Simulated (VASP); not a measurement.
All values below come from PBEsol GGA, VASP's PBE PAW potentials (set 64) (plane waves; VASP).

Input for VASP

File KPOINTS:
```
kpoints
0
G
  8 8 6
0 0 0
```

### POSCAR
```
NiSb
1
    1.9574784943    -3.3904523681    -0.0000000000
    1.9574784943     3.3904523681    -0.0000000000
    0.0000000000    -0.0000000000     5.0754711915
Ni Sb
2 2
Direct
  0.0000000000   0.0000000000   0.5000000000
  0.0000000000   0.0000000000   0.0000000000
  0.3333330000   0.6666670000   0.2500000000
  0.6666670000   0.3333330000   0.7500000000
```

### INCAR
```
SYSTEM=NiSb
PREC=Accurate; ENCUT=480; LREAL=.FALSE.
LASPH=.TRUE.
EDIFF=1E-7; NELM=100; ALGO=Normal
LMAXMIX=4
ISMEAR=1; SIGMA=0.1
GGA=PS
IBRION=2; NSW=40; ISIF=3
EDIFFG=-0.01; PSTRESS=10
LWAVE=.FALSE.; LCHARG=.FALSE.
```

POTCAR, in this order: Ni Sb (PBE.64 set). Program: vasp_std.

The resulting files:

OSZICAR:
```
       N       E                     dE             d eps       ncg     rms          rms(c)
DAV:   1     0.162656089449E+03    0.16266E+03   -0.12032E+04  1520   0.154E+03
DAV:   2    -0.151215012644E+02   -0.17778E+03   -0.17290E+03  1532   0.316E+02
DAV:   3    -0.241632864366E+02   -0.90418E+01   -0.87142E+01  1727   0.870E+01
DAV:   4    -0.244395328666E+02   -0.27625E+00   -0.27406E+00  1717   0.142E+01
DAV:   5    -0.244488995685E+02   -0.93667E-02   -0.93646E-02  1784   0.279E+00    0.146E+01
DAV:   6    -0.275355941013E+02   -0.30867E+01   -0.43801E+01  1660   0.120E+02    0.187E+01
DAV:   7    -0.226936791176E+02    0.48419E+01   -0.15681E+01  1649   0.833E+01    0.415E+00
DAV:   8    -0.227402338678E+02   -0.46555E-01   -0.18415E+00  2066   0.128E+01    0.268E+00
DAV:   9    -0.226776756804E+02    0.62558E-01   -0.25093E-01  1722   0.876E+00    0.626E-01
DAV:  10    -0.226781858654E+02   -0.51019E-03   -0.78421E-03  1637   0.856E-01    0.499E-01
DAV:  11    -0.226775673900E+02    0.61848E-03   -0.62500E-04  1678   0.239E-01    0.152E-01
DAV:  12    -0.226773071811E+02    0.26021E-03   -0.69690E-04  2018   0.472E-01    0.411E-02
DAV:  13    -0.226773121269E+02   -0.49458E-05   -0.73833E-05  1586   0.601E-02    0.384E-02
DAV:  14    -0.226773117832E+02    0.34372E-06   -0.39643E-06  1668   0.218E-02    0.579E-03
DAV:  15    -0.226773115845E+02    0.19865E-06   -0.28953E-07  1235   0.775E-03    0.173E-03
DAV:  16    -0.226773114312E+02    0.15338E-06   -0.88941E-08   829   0.261E-03    0.118E-03
DAV:  17    -0.226773113536E+02    0.77533E-07   -0.95883E-08   799   0.563E-03
   1 F= -.22256826E+02 E0= -.22256832E+02  d E =-.222568E+02
       N       E                     dE             d eps       ncg     rms          rms(c)
DAV:   1    -0.227758273599E+02   -0.98516E-01   -0.10703E+00  1637   0.175E+01    0.308E+00
DAV:   2    -0.229663494792E+02   -0.19052E+00   -0.23946E+00  1648   0.296E+01    0.449E+00
DAV:   3    -0.226721212405E+02    0.29423E+00   -0.10236E+00  1649   0.209E+01    0.433E-01
DAV:   4    -0.226733079282E+02   -0.11867E-02   -0.47861E-02  1622   0.135E+00    0.396E-01
DAV:   5    -0.226715163400E+02    0.17916E-02   -0.41319E-03  1805   0.121E+00    0.121E-01
DAV:   6    -0.226715156304E+02    0.70957E-06   -0.25982E-04  1577   0.115E-01    0.929E-02
DAV:   7    -0.226714668847E+02    0.48746E-04   -0.60459E-05  2255   0.124E-01    0.189E-02
DAV:   8    -0.226714654932E+02    0.13915E-05   -0.19266E-05  2212   0.326E-02    0.500E-03
DAV:   9    -0.226714655378E+02   -0.44553E-07   -0.55752E-07  1559   0.928E-03
   2 F= -.22256803E+02 E0= -.22256625E+02  d E =0.236325E-04
       N       E                     dE             d eps       ncg     rms          rms(c)
DAV:   1    -0.227008140693E+02   -0.29349E-01   -0.26038E-01  1637   0.870E+00    0.149E+00
DAV:   2    -0.227434419009E+02   -0.42628E-01   -0.56018E-01  1673   0.145E+01    0.219E+00
DAV:   3    -0.226762212114E+02    0.67221E-01   -0.24369E-01  1659   0.978E+00    0.255E-01
DAV:   4    -0.226758535683E+02    0.36764E-03   -0.77648E-03  1555   0.627E-01    0.105E-01
DAV:   5    -0.226756914491E+02    0.16212E-03   -0.44753E-04  2041   0.369E-01    0.279E-02
DAV:   6    -0.226756877823E+02    0.36667E-05   -0.68850E-05  2158   0.669E-02    0.126E-02
DAV:   7    -0.226756880210E+02   -0.23868E-06   -0.27211E-06  1593   0.168E-02    0.111E-02
DAV:   8    -0.226756886537E+02   -0.63270E-06   -0.44488E-07  1397   0.115E-02    0.458E-03
DAV:   9    -0.226756883289E+02    0.32483E-06   -0.95344E-07  1789   0.183E-02    0.161E-03
DAV:  10    -0.226756883545E+02   -0.25648E-07   -0.92893E-08   772   0.218E-03
   3 F= -.22258161E+02 E0= -.22258069E+02  d E =-.133445E-02
```

### OUTCAR
```
------------------------ aborting loop because EDIFF is reached ----------------------------------------
  FORCE on cell =-STRESS in cart. coord.  units (eV):
  Direction    XX          YY          ZZ          XY          YZ          ZX
  --------------------------------------------------------------------------------------
  Total        0.4241029      0.4241029      0.4286533      0.0000000      0.0000000      0.0000000
  in kB       10.1574849     10.1574859     10.2664682      0.0000000      0.0000000      0.0000000
  external PRESSURE =       0.1938130 kB  Pullay stress =      10.0000000 kB
  volume of cell :       66.90
      direct lattice vectors                 reciprocal lattice vectors
     1.952758333 -3.382276808 -0.000000000     0.256048069 -0.147829414  0.000000000
     1.952758333  3.382276808  0.000000000     0.256048069  0.147829414 -0.000000000
     0.000000000  0.000000000  5.064166780     0.000000000 -0.000000000  0.197465850
 POSITION                                       TOTAL-FORCE (eV/Angst)
 -----------------------------------------------------------------------------------
      0.00000      0.00000      2.53208         0.000000     -0.000000      0.000000
      0.00000     -0.00000      0.00000        -0.000000     -0.000000      0.000000
      1.95276      1.12743      1.26604         0.000000     -0.000000      0.000000
      1.95276     -1.12743      3.79813        -0.000000      0.000000     -0.000000
 -----------------------------------------------------------------------------------
    total drift:                                0.000000      0.000000      0.000000
  FREE ENERGIE OF THE ION-ELECTRON SYSTEM (eV)
  ---------------------------------------------------
  free  energy   TOTEN  =       -22.6756883545 eV

  energy  without entropy=      -22.6754117043  energy(sigma->0) =      -22.67559614
  enthalpy is  TOTEN    =       -22.2581608779 eV   P V=        0.4175274766

 reached required accuracy - stopping structural energy minimisation
```
(Selected blocks of OUTCAR.)

File CONTCAR:
```
NiSb
   1.00000000000000
     1.9527583329429112   -3.3822768084719859   -0.0000000000000000
     1.9527583329429112    3.3822768084719859    0.0000000000000000
     0.0000000000000000    0.0000000000000000    5.0641667798841992
  Ni              Sb
     2     2
Direct
     0.0000000000000000    0.0000000000000000    0.5000000000000000
     0.0000000000000000    0.0000000000000000    0.0000000000000000
     0.3333330000000032    0.6666669999999968    0.2500000000000000
     0.6666669999999968    0.3333330000000032    0.7500000000000000
```

The compound is NiSb in the NiAs type structure. This run relaxes it under an external pressure of 1 GPa. Symmetry was kept, so distortions that lower it aren't found. The run is not spin-polarised, so no magnetic state was tried.
